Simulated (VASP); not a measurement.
VASP ran on this input.

File KPOINTS:
```
K-points
0
G
  3 3 3
```

POSCAR:
```
PbF2
1
    0.0000000000     2.9334690000     2.9334690000
    2.9334690000     0.0000000000     2.9334690000
    2.9334690000     2.9334690000     0.0000000000
Pb F
1 2
Direct
  0.0000000000   0.0000000000   0.0000000000
  0.2500000000   0.2500000000   0.2500000000
  0.7500000000   0.7500000000   0.7500000000
```

**INCAR**
```
ALGO=Normal
EDIFF=1E-6
ENCUT=400
GGA=PS
ISIF=2
ISMEAR=-1
LASPH=.True.
LCHARG=.False.
LMAXMIX=4
LREAL=.False.
LWAVE=.False.
NELM=100
PREC=Accurate
SIGMA=0.01
SYSTEM=PbF2
```

POTCAR, in this order: Pb_d F (PBE.64 set). Program: vasp_std.

**Question.** Write an equivalent input for Quantum ESPRESSO's pw.x.

**Answer.** One equivalent input (not run):
```
&CONTROL
  calculation = 'scf'
  pseudo_dir = './pseudo'
  outdir = './out'
  tprnfor = .true.
  tstress = .true.
/
&SYSTEM
  ibrav = 0
  nat = 3
  ntyp = 2
  ecutwfc = 84
  occupations = 'smearing'
  smearing = 'fermi-dirac'
  degauss = 0.000735
  input_dft = 'pbesol'
/
&ELECTRONS
  conv_thr = 7.3e-08
  electron_maxstep = 100
/
ATOMIC_SPECIES
  Pb 207.200 Pb.upf
  F 18.998 F.upf
CELL_PARAMETERS angstrom
     0.0000000    2.9334690    2.9334690
     2.9334690    0.0000000    2.9334690
     2.9334690    2.9334690    0.0000000
ATOMIC_POSITIONS crystal
  Pb   0.0000000  0.0000000  0.0000000
  F    0.2500000  0.2500000  0.2500000
  F    0.7500000  0.7500000  0.7500000
K_POINTS automatic
  3 3 3 0 0 0
```
Limits of the translation: the potentials are each code's own (VASP's PAW set, PseudoDojo norm-conserving files in pw.x), so ENCUT and ecutwfc are chosen apart and not converted; conv_thr bounds pw.x's estimated SCF error, while EDIFF bounds the energy change between steps.

The structure is a typed PbF2 crystal (Fm-3m). The cell was not relaxed at this level. The k-mesh is coarse (spacing up to 0.62 per Å, 2π included), so the numbers may not be converged in it. The run is one of a series of settings (KPOINTS 3×3×3 Γ-centred mesh against the base run), some of them coarse on purpose.
